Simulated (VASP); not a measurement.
The system is MnS.

```
CELL_PARAMETERS angstrom
0.00000 2.60450 2.60450
2.60450 0.00000 2.60450
2.60450 2.60450 0.00000
ATOMIC_POSITIONS crystal
Mn 0.00000 0.00000 0.00000
S 0.50000 0.50000 0.50000
```

* Program: VASP 6.6.1
* Task: relaxation of cell and atoms
* Functional: PBE
* Potentials or basis: VASP PAW PBE potentials, release 64 (Mn_pv, S)
* Cutoff: 600 eV
* k mesh: 10 × 10 × 10
* Occupations: gaussian, width 0.03 eV
* Spin: collinear spin, ferromagnetic start
* Starting moments: [4.0, 0.0] μB

At the start: pressure -2.6 GPa; volume 17.67 Å³/atom.

Where does the relaxation end?

Over 4 steps the energy falls by 6.9 meV/atom and the volume is 16.83 Å³/atom (-4.8 %); space group Fm-3m (No. 225, to 0.05 Å); moment 4.62 μB per cell.

The path:
```
step  energy change (eV)  largest force (eV/Å)  pressure (GPa)  volume (Å³)
   1              0.0000                0.0000           -2.62        35.33
   2             -0.0134                0.0000           -0.58        33.88
   3             -0.0135                0.0000            0.40        33.50
   4             -0.0138                0.0000            0.07        33.65
```

Final structure:
```
Mn S
1.0
     0.00000    2.56246    2.56246
     2.56246    0.00000    2.56246
     2.56246    2.56246    0.00000
Mn S
1 1
Direct
  0.00000 0.00000 0.00000
  0.50000 0.50000 0.50000
```

Caveat: a cell with one magnetic atom can't hold antiferromagnetic order, which such compounds often take.
